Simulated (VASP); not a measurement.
Runs of VASP 6.6.1 on NaCl. The structure is cubic, space group Fm-3m (No. 225). Conventional cell: a = 5.620 Å, b = 5.620 Å, c = 5.620 Å, α = 90.00°, β = 90.00°, γ = 90.00°. Na (site symmetry m-3m) is surrounded by 6 Cl at 2.81 Å. Around Cl (site symmetry m-3m) lie 6 Na at 2.81 Å. 

```csv
task,level,potentials or basis,cell,k mesh,cutoff (eV),mesh quality,gap on the mesh (eV),pressure (GPa),relaxed volume (Å³/atom)
relaxation of cell and atoms,AM05,"VASP PAW PBE potentials, release 64 (Na_pv, Cl)",relaxed,8 × 8 × 8,600,not flagged,5.05,0.0,22.93
single point,PBE,"VASP PAW PBE potentials, release 64 (Na_pv, Cl)",as given,6 × 6 × 6,520,not flagged,5.15,(a),-
relaxation of cell and atoms,PBE+D3(BJ),"VASP PAW PBE potentials, release 64 (Na_pv, Cl)",relaxed,8 × 8 × 8,600,not flagged,(b),-0.1,21.76
single point,PBEsol,"VASP PAW PBE potentials, release 64 (Na_pv, Cl)",as given,6 × 6 × 6,520,not flagged,(c),(d),-
relaxation of cell and atoms,r2SCAN,"VASP PAW PBE potentials, release 64 (Na_pv, Cl)",relaxed,8 × 8 × 8,600,not flagged,6.03,0.0,21.86
relaxation of cell and atoms,PBE,"VASP PAW PBE potentials, release 64 (Na, Cl)",relaxed,4 × 4 × 4,300,coarse,5.09,0.0,22.41
relaxation of cell and atoms,PBE,"VASP PAW PBE potentials, release 64 (Na_pv, Cl)",relaxed,8 × 8 × 8,600,not flagged,4.99,0.0,23.14
single point,LDA,"VASP PAW LDA potentials, release 64 (Na_pv, Cl)",as given,6 × 6 × 6,520,not flagged,4.74,-2.2,-
relaxation of cell and atoms,PBEsol,"VASP PAW PBE potentials, release 64 (Na_pv, Cl)",relaxed,8 × 8 × 8,600,not flagged,4.99,-0.1,22.07
relaxation of cell and atoms,LDA,"VASP PAW LDA potentials, release 64 (Na_pv, Cl)",relaxed,8 × 8 × 8,600,not flagged,5.07,-0.1,20.44
```

Alike in all rows: no spin polarisation; smearing gaussian 0.03 eV.

Problem. Estimate the missing entries.

Solution. (a) 1.0; (b) 5.23; (c) 4.97; (d) -0.2.

Caveats: some runs use coarse meshes; the PAW data sets were made with another functional, which shifts forces and pressure a little (some runs); the cutoff is under 1.25 times the usual one of these potentials, so pressure, stress and relaxed cells hold a basis-set (Pulay) error (some runs).

A k mesh can miss the band edges.

Not every run made on this cell is shown here.
